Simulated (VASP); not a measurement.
An input for Quantum ESPRESSO's pw.x (written as the equivalent of a VASP run, and not itself run):

```
&CONTROL
  calculation = 'scf'
  pseudo_dir = './pseudo'
  outdir = './out'
  tprnfor = .true.
  tstress = .true.
/
&SYSTEM
  ibrav = 0
  nat = 5
  ntyp = 3
  ecutwfc = 84
  occupations = 'tetrahedra'
  input_dft = 'vdw-df-cx'
/
&ELECTRONS
  conv_thr = 7.3e-09
  electron_maxstep = 100
/
ATOMIC_SPECIES
  Ba 137.327 Ba.upf
  Zr 91.224 Zr.upf
  O 15.999 O.upf
CELL_PARAMETERS angstrom
     4.1988984    0.0000000    0.0000000
    -0.0000000    4.1988984    0.0000000
    -0.0000000   -0.0000000    4.1988984
ATOMIC_POSITIONS crystal
  Ba   0.0000000  0.0000000  0.0000000
  Zr   0.5000000  0.5000000  0.5000000
  O    0.5000000  0.0000000  0.5000000
  O    0.0000000  0.5000000  0.5000000
  O    0.5000000  0.5000000  0.0000000
K_POINTS automatic
  6 6 6 0 0 0
```

Translate this input to VASP (INCAR, KPOINTS, POSCAR, choice of POTCAR).

This is not unique; one that fits is 
### KPOINTS
```
K-points
0
G
6 6 6
```

### POSCAR
```
BaZrO3
1
    4.1988984172     0.0000000000     0.0000000000
   -0.0000000000     4.1988984172     0.0000000000
   -0.0000000000    -0.0000000000     4.1988984172
Ba Zr O
1 1 3
Direct
  0.0000000000   0.0000000000   0.0000000000
  0.5000000000   0.5000000000   0.5000000000
  0.5000000000   0.0000000000   0.5000000000
  0.0000000000   0.5000000000   0.5000000000
  0.5000000000   0.5000000000   0.0000000000
```

### INCAR
```
SYSTEM = BaZrO3
PREC = Accurate
ENCUT = 520
EDIFF = 1E-7
NELM = 100
ALGO = Normal
LREAL = .FALSE.
LASPH = .TRUE.
ISMEAR = -5
GGA = CX
LUSE_VDW = .TRUE.
AGGAC = 0.0
LMAXMIX = 4
LWAVE = .FALSE.
LCHARG = .TRUE.
LORBIT = 11
NEDOS = 601
ISIF = 2
LEFG = .TRUE.
```

POTCAR, in this order: Ba_sv Zr_sv O (PBE.64 set). Program: vasp_std.

The two are equivalent in intent, not identical: the potentials are each code's own (VASP's PAW set, PseudoDojo norm-conserving files in pw.x), so ENCUT and ecutwfc are chosen apart and not converted; conv_thr bounds pw.x's estimated SCF error, while EDIFF bounds the energy change between steps; the field gradients of LEFG aren't asked of the other code.

The compound is BaZrO3 in the cubic perovskite structure. It was relaxed first.
